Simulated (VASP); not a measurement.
Here is a VASP 6.6.1 calculation.

POSCAR

```
BTe3
1.0
    6.7482200100      0.0489483600      0.0638113300
   -3.3317202400      5.5695866200      0.0144051200
    0.0683738300      0.0572990100      7.1689246900
Te B
6 2
Direct
    0.3314510000      0.0090170000      0.2642600000
    0.3116690000      0.3178820000      0.7396320000
    0.9653690000      0.3069350000      0.2957470000
    0.6807150000      0.9970670000      0.7543130000
    0.6655760000      0.6528730000      0.2432170000
    0.9876230000      0.6725990000      0.7622760000
    0.3363050000      0.6546480000      0.2477410000
    0.6329230000      0.3326420000      0.7577970000
```

INCAR.step1

```
  PREC = Accurate
  ENCUT = 520
  ISMEAR = -1
  SIGMA = 0.0859
  LREAL = F
  LASPH = T
  NELM = 100
  NBANDS = 31
  GGA = PE
  ALGO = Normal
  EDIFF = 1E-4
  LWAVE = T
  LCHARG = F
```

INCAR.step2

```
  PREC = Accurate
  ENCUT = 520
  EDIFF = 1E-6
  ISMEAR = -1
  SIGMA = 0.0859
  LREAL = F
  LASPH = T
  NELM = 100
  ALGO = Normal
  ISIF = 2
  LWAVE = F
  LCHARG = F
  METAGGA = R2SCAN
  LMIXTAU = T
  NBANDS = 31
  ISTART = 1
```

File KPOINTS:

```
Automatic mesh
0
Gamma
  3 3 3
  0.5 0 0.5
```

Potentials or basis: VASP PAW PBE potentials, release 64 (Te, B).

The run is started by

```bash
$ cat potpaw_PBE.64/Te/POTCAR potpaw_PBE.64/B/POTCAR > POTCAR
$ cp INCAR.step1 INCAR
$ mpirun -np 1 vasp_std > vasp.out
$ cp INCAR.step2 INCAR
$ mpirun -np 1 vasp_std > vasp.out
```

Predict the largest force.

1.399 eV/Å.

What does it give for the pressure?

-5.6 GPa.

What does it give for the band gap on the k mesh?

None (metal or under the smearing width).

Forces in eV/Å, atoms in the order of the input:
```
Te   0.701 -1.148 -0.113
Te   0.302  0.165  0.093
Te   0.906  0.889 -0.235
Te  -1.019  0.903 -0.031
Te  -1.121  0.021 -0.054
Te  -0.641 -0.893 -0.013
B   -0.521  0.195  0.386
B    1.393 -0.132 -0.033
```

Caveat: the k mesh is coarse (spacing up to 0.37 Å⁻¹), so the values aren't converged; the PAW data sets were made with another functional, which shifts forces and pressure a little. Spin-orbit coupling is left out, which matters for the levels of Te.
